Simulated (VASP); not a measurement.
```yaml
crystal:
  lattice:
    - [0.00000, 2.88773, 2.88773]
    - [2.88773, 0.00000, 2.88773]
    - [2.88773, 2.88773, 0.00000]
  atoms:
    - { symbol: Rb, position: [0.50000, 0.50000, 0.50000] }
    - { symbol: H, position: [0.00000, 0.00000, 0.00000] }
```

All values below come from LDA (Ceperley-Alder, Perdew-Zunger), VASP's LDA PAW potentials (set 64) (plane waves; VASP). Settings: 400 eV cut-off, 7×7×7 Γ-centred mesh, Gaussian smearing of 0.050 eV, potentials Rb_sv H.

Q: Predict the energy per atom (σ→0).

A: 
```
Property                       Result
---------------------  --------------
energy per atom (σ→0)  -2.481 eV/atom
```

The structure comes from a computed database's RbH entry (Fm-3m); how it stands against other phases isn't given here. It was relaxed first, which changed the volume by -11 %. The start is the result of an earlier pass.
